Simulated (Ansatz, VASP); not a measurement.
# Ga19As19H30 (GaAs wire along [111], 38 atoms a period, H-terminated): VASP beside Ansatz, part 2 of 2

Aim: how closely do two programs agree when they are given the same cell, functional and k mesh? The structure shown is the start of the Ansatz relaxation below; VASP solves that cell, so the two are compared at the walk's first step.

VASP 6.6.1 and Ansatz 0.2.0.

So far: The structure; Ansatz: relaxation, PBE.

**3. VASP: single point, PBE, start cell**

Level of this step: PBE; plane waves and PAW (Ga_d, As, H) (VASP).

The same cell, functional, mesh and smearing now go to VASP, with its own data sets.

Lines of VASP's logs that name or quote its potential files are left out, and so is its time.

INCAR reads:

```
SYSTEM = Ga19As19H30
PREC = Accurate
ENCUT = 400
EDIFF = 1E-06
NELM = 120
ISMEAR = -1
SIGMA = 0.05
LREAL = Auto
ALGO = Normal
GGA = PE
NBANDS = 240
LORBIT = 11
LWAVE = .FALSE.
LCHARG = .FALSE.
ISIF = 2
LASPH = .TRUE.
GGA_COMPAT = .FALSE.
EFERMI = MIDGAP
KPAR = 4
```

POSCAR reads:

```
Ga19As19H30
1.0
   17.5120000000      0.0000000000      0.0000000000
    0.0000000000     19.1410000000      0.0000000000
    0.0000000000      0.0000000000      9.9592920000
Ga As H
19 19 30
Direct
    0.2678241206      0.5007311008      0.0000000000
    0.3839120603      0.6846891489      0.0000000000
    0.5000000000      0.5007311008      0.0000000000
    0.6160879397      0.6846891489      0.0000000000
    0.2678241206      0.6233697821      0.3333333333
    0.3839120603      0.4394117340      0.3333333333
    0.5000000000      0.6233697821      0.3333333333
    0.5000000000      0.2554536336      0.3333333333
    0.6160879397      0.4394117340      0.3333333333
    0.7321758794      0.6233697821      0.3333333333
    0.2678241206      0.3780923672      0.6666666667
    0.3839120603      0.5620504153      0.6666666667
    0.5000000000      0.3780923672      0.6666666667
    0.5000000000      0.7460085158      0.6666666667
    0.6160879397      0.5620504153      0.6666666667
    0.7321758794      0.3780923672      0.6666666667
    0.3839120603      0.3167730004      0.0000000000
    0.6160879397      0.3167730004      0.0000000000
    0.7321758794      0.5007311008      0.0000000000
    0.2678241206      0.5007311008      0.2500000000
    0.3839120603      0.3167730004      0.2500000000
    0.3839120603      0.6846891489      0.2500000000
    0.5000000000      0.5007311008      0.2500000000
    0.6160879397      0.3167730004      0.2500000000
    0.6160879397      0.6846891489      0.2500000000
    0.7321758794      0.5007311008      0.2500000000
    0.2678241206      0.6233697821      0.5833333333
    0.3839120603      0.4394117340      0.5833333333
    0.5000000000      0.6233697821      0.5833333333
    0.5000000000      0.2554536336      0.5833333333
    0.6160879397      0.4394117340      0.5833333333
    0.7321758794      0.6233697821      0.5833333333
    0.2678241206      0.3780923672      0.9166666667
    0.3839120603      0.5620504153      0.9166666667
    0.5000000000      0.3780923672      0.9166666667
    0.5000000000      0.7460085158      0.9166666667
    0.6160879397      0.5620504153      0.9166666667
    0.7321758794      0.3780923672      0.9166666667
    0.1941566354      0.6622820124      0.2804513614
    0.5000000000      0.1776291730      0.2804513614
    0.8058433646      0.6622820124      0.2804513614
    0.1955553906      0.4625577034      0.3018778845
    0.3116433303      0.2785996029      0.3018778845
    0.3839120603      0.7610359438      0.3018778845
    0.6160879397      0.7610359438      0.3018778845
    0.6883566697      0.2785996029      0.3018778845
    0.8044446094      0.4625577034      0.3018778845
    0.1941566354      0.4170045975      0.6137846947
    0.2678241206      0.3002679066      0.6137846947
    0.4263325148      0.7849207460      0.6137846947
    0.5736674852      0.7849207460      0.6137846947
    0.7321758794      0.3002679066      0.6137846947
    0.8058433646      0.4170045975      0.6137846947
    0.1955553906      0.5851963847      0.6352112178
    0.2678241206      0.6997165770      0.6352112178
    0.4277312700      0.2172802361      0.6352112178
    0.5722687300      0.2172802361      0.6352112178
    0.7321758794      0.6997165770      0.6352112178
    0.8044446094      0.5851963847      0.6352112178
    0.1941566354      0.5396433311      0.9471180281
    0.3102445751      0.7236013792      0.9471180281
    0.3839120603      0.2389485398      0.9471180281
    0.6160879397      0.2389485398      0.9471180281
    0.6897554249      0.7236013792      0.9471180281
    0.8058433646      0.5396433311      0.9471180281
    0.1955553906      0.3399189698      0.9685445512
    0.5000000000      0.8223553106      0.9685445512
    0.8044446094      0.3399189698      0.9685445512
```

KPOINTS reads:

```
Automatic mesh
0
Gamma
1 1 9
0 0 0
```

PAW data sets: Ga_d, As and H (PBE family, release 64).

On the command line:

```sh
$ mpirun -np 8 vasp_std
```

Numbers of over 12 decimals in the logs are rounded to 6 here.

Output:

```text
[banner, memory and clock lines left out]
running    8 mpi-ranks, on    1 nodes
[...]
|                                                                             |
|           W    W    AA    RRRRR   N    N  II  N    N   GGGG   !!!           |
|           W    W   A  A   R    R  NN   N  II  NN   N  G    G  !!!           |
|           W    W  A    A  R    R  N N  N  II  N N  N  G       !!!           |
|           W WW W  AAAAAA  RRRRR   N  N N  II  N  N N  G  GGG   !            |
|           WW  WW  A    A  R   R   N   NN  II  N   NN  G    G                |
|           W    W  A    A  R    R  N    N  II  N    N   GGGG   !!!           |
|                                                                             |
|     For optimal performance we recommend to set                             |
|       NCORE = 2 up to number-of-cores-per-socket                            |
|     NCORE specifies how many cores store one orbital (NPAR=cpu/NCORE).      |
|     This setting can greatly improve the performance of VASP for DFT.       |
|     The default, NCORE=1 might be grossly inefficient on modern             |
|     multi-core architectures or massively parallel machines. Do your        |
|     Unfortunately you need to use the default for GW and RPA                |
|     calculations (for HF NCORE is supported but not extensively tested      |
|     yet).                                                                   |
|                                                                             |

 LDA part: xc-table for (Slater+PW92), standard interpolation
 POSCAR, INCAR and KPOINTS ok, starting setup
[...]
entering main loop
       N       E                     dE             d eps       ncg     rms          rms(c)
DAV:   1     0.251796338803E+04    0.25180E+04   -0.13290E+05  2904   0.115E+03
DAV:   2     0.956663517823E+02   -0.24223E+04   -0.23186E+04  3296   0.295E+02
DAV:   3    -0.234264169509E+03   -0.32993E+03   -0.32711E+03  3088   0.119E+02
DAV:   4    -0.257023310331E+03   -0.22759E+02   -0.22686E+02  3256   0.324E+01
[...]
DAV:  24    -0.247007589599E+03   -0.13499E-04   -0.51472E-07  1976   0.239E-03    0.302E-04
DAV:  25    -0.247007594304E+03   -0.47051E-05   -0.33660E-07  1816   0.126E-03    0.215E-04
DAV:  26    -0.247007595201E+03   -0.89619E-06   -0.14274E-07  1976   0.115E-03
   1 F= -.24700760E+03 E0= -.24700760E+03  d E =-.398327E-09
```

OUTCAR, selected parts (step 3):

```text
 POSITION                                       TOTAL-FORCE (eV/Angst)
 -----------------------------------------------------------------------------------
      4.69014      9.58449      0.00000        -0.590825      0.054599     -0.342366
      6.72307     13.10563      0.00000        -0.339259      0.484507     -0.341712
      8.75600      9.58449      0.00000         0.000000      0.001907     -0.419583
     10.78893     13.10563      0.00000         0.339259      0.484507     -0.341712
      4.69014     11.93192      3.31976        -0.675387      0.390008     -0.298573
      6.72307      8.41078      3.31976        -0.293377     -0.169255      0.346098
      8.75600     11.93192      3.31976         0.000000      0.338673      0.344930
      8.75600      4.88964      3.31976         0.000000     -0.776447     -0.297519
     10.78893      8.41078      3.31976         0.293377     -0.169255      0.346098
     12.82186     11.93192      3.31976         0.675387      0.390008     -0.298573
      4.69014      7.23707      6.63953        -0.618885     -0.356200     -0.457098
      6.72307     10.75821      6.63953         0.438963     -0.254879      0.245197
      8.75600      7.23707      6.63953         0.000000      0.506189      0.243413
      8.75600     14.27935      6.63953         0.000000      0.710393     -0.453488
[...]
-----------------------------------------------------------------------------------
    total drift:                                0.000000     -0.003275      0.016091

  FREE ENERGIE OF THE ION-ELECTRON SYSTEM (eV)
  ---------------------------------------------------
  free  energy   TOTEN  =      -247.0075952005 eV

  energy  without entropy=     -247.0075952001  energy(sigma->0) =     -247.00759520

[... 2 further parts left out ...]
```

**4. Side by side**

Known differences besides the potentials themselves: the data sets hold 562 valence electrons in Ansatz (on its PAW soft_1 files) and 372 in VASP; the cutoff is 420 eV in Ansatz and 400 eV in VASP (PREC = Accurate, projectors in real space). Total energies have different zeros and are not compared.

Forces on 10 of the 68 atoms, those with the largest forces and the largest differences (eV/Å; atoms numbered as in POSCAR):

```
atom          Ansatz x, y, z            VASP x, y, z
 Ga5   -0.653, 0.378, -0.292   -0.675, 0.390, -0.299
 Ga8   0.000, -0.753, -0.290   0.000, -0.776, -0.298
Ga10    0.653, 0.378, -0.292    0.675, 0.390, -0.299
Ga11  -0.598, -0.344, -0.441  -0.619, -0.356, -0.457
Ga14    0.000, 0.688, -0.438    0.000, 0.710, -0.453
Ga16   0.598, -0.344, -0.441   0.619, -0.356, -0.457
As30    0.000, 0.153, -0.074    0.000, 0.221, -0.109
 H56    0.705, 0.068, -0.011     0.649, 0.034, 0.013
 H66    0.401, 0.232, -0.136    0.342, 0.197, -0.112
 H67   0.000, -0.464, -0.136   0.000, -0.394, -0.112
```

The forces differ by 26 meV/Å r.m.s., which is 9.3 % of the r.m.s. force of 0.280 eV/Å (both taken over all components).

**5. Outcome**

```yaml
r_m_s_force_difference_single_point_pbe_start_cell: 9.3 % of the r.m.s. force
```

**Reading.** The r.m.s. force difference is 9.3 % of the r.m.s. force (single point, PBE, start cell), beyond the 3 % picked in this series as the mark of a large difference. The data sets hold unlike numbers of valence electrons (562 in Ansatz and 372 in VASP), so part of the differences comes from the potentials. What causes the difference of the single point, PBE, start cell pair stays open here. VASP runs on this material, other cells of it included, that failed, so that no pair exists: single point, PBE (timeout). Such differences can come from data sets, numerical settings and the points named under the comparisons, not from the functional's error against experiment.

[Lines on the potential files, build, host, timing and source positions are cut from VASP's logs without a mark.]

[Logs are printed without paths, hosts, clocks, repeated set-up lines and the standing remarks that a program may print on its own settings, such as how far it seeks lower states.]

[Hosts, paths, dates, database ids (printed as entryN), source tags and the programs' standing remarks are cut or masked in the printed files.]
